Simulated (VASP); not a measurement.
Input:

```yaml
crystal:
  lattice:
    - [0.00000, 1.77833, 1.77833]
    - [1.77833, 0.00000, 1.77833]
    - [1.77833, 1.77833, 0.00000]
  atoms:
    - { symbol: C, position: [0.00000, 0.00000, 0.00000] }
    - { symbol: C, position: [0.25000, 0.25000, 0.25000] }
```

These are PBEsol GGA, VASP's PBE PAW potentials (set 64) (plane waves; VASP 6.6.1) values and carry that method's errors. Numerical set-up: 520 eV cut-off, 16×16×16 Γ-centred mesh, Gaussian smearing of 0.010 eV, potentials C.

### Question
Give the direction-averaged independent-particle dielectric function (no local fields, no excitons; a broadening of 0.1 eV leaves a tail below the gap, and fine structure carries the noise of the k-mesh).

### Answer

```json
[
 {"ħω (eV)": "0.00", "ε₁": "6.01", "ε₂": "0.00"},
 {"ħω (eV)": "0.40", "ε₁": "6.02", "ε₂": "0.00"},
 {"ħω (eV)": "0.80", "ε₁": "6.04", "ε₂": "0.00"},
 {"ħω (eV)": "1.30", "ε₁": "6.09", "ε₂": "0.00"},
 {"ħω (eV)": "1.70", "ε₁": "6.15", "ε₂": "0.00"},
 {"ħω (eV)": "2.10", "ε₁": "6.23", "ε₂": "0.00"},
 {"ħω (eV)": "2.60", "ε₁": "6.36", "ε₂": "0.00"},
 {"ħω (eV)": "3.00", "ε₁": "6.49", "ε₂": "0.00"},
 {"ħω (eV)": "3.40", "ε₁": "6.65", "ε₂": "0.00"},
 {"ħω (eV)": "3.90", "ε₁": "6.90", "ε₂": "0.00"},
 {"ħω (eV)": "4.30", "ε₁": "7.17", "ε₂": "0.00"},
 {"ħω (eV)": "4.70", "ε₁": "7.53", "ε₂": "0.00"},
 {"ħω (eV)": "5.20", "ε₁": "8.24", "ε₂": "0.00"},
 {"ħω (eV)": "5.60", "ε₁": "8.90", "ε₂": "0.37"},
 {"ħω (eV)": "6.00", "ε₁": "9.13", "ε₂": "7.11"},
 {"ħω (eV)": "6.50", "ε₁": "9.53", "ε₂": "2.13"},
 {"ħω (eV)": "6.90", "ε₁": "8.32", "ε₂": "5.71"},
 {"ħω (eV)": "7.40", "ε₁": "9.76", "ε₂": "3.72"},
 {"ħω (eV)": "7.80", "ε₁": "8.91", "ε₂": "2.93"},
 {"ħω (eV)": "8.20", "ε₁": "9.01", "ε₂": "1.15"},
 {"ħω (eV)": "8.70", "ε₁": "9.40", "ε₂": "7.80"},
 {"ħω (eV)": "9.10", "ε₁": "10.23", "ε₂": "6.07"},
 {"ħω (eV)": "9.50", "ε₁": "10.96", "ε₂": "3.78"},
 {"ħω (eV)": "10.00", "ε₁": "10.55", "ε₂": "8.22"},
 {"ħω (eV)": "10.40", "ε₁": "13.17", "ε₂": "10.01"},
 {"ħω (eV)": "10.80", "ε₁": "13.73", "ε₂": "16.65"},
 {"ħω (eV)": "11.30", "ε₁": "1.68", "ε₂": "13.82"},
 {"ħω (eV)": "11.70", "ε₁": "-0.16", "ε₂": "29.66"},
 {"ħω (eV)": "12.10", "ε₁": "-9.21", "ε₂": "12.47"},
 {"ħω (eV)": "12.60", "ε₁": "-5.21", "ε₂": "4.99"},
 {"ħω (eV)": "13.00", "ε₁": "-2.75", "ε₂": "4.69"},
 {"ħω (eV)": "13.50", "ε₁": "-0.58", "ε₂": "5.54"}
]
```
ε₂ peaks at 9.7 eV (height 8.8), 11.0 eV (height 32.8), 11.8 eV (height 33.4); ε₁(0) averages 6.01, so the electronic refractive index below the gap tends to √6.01 = 2.45.

The compound is C in the diamond structure. It was relaxed first.
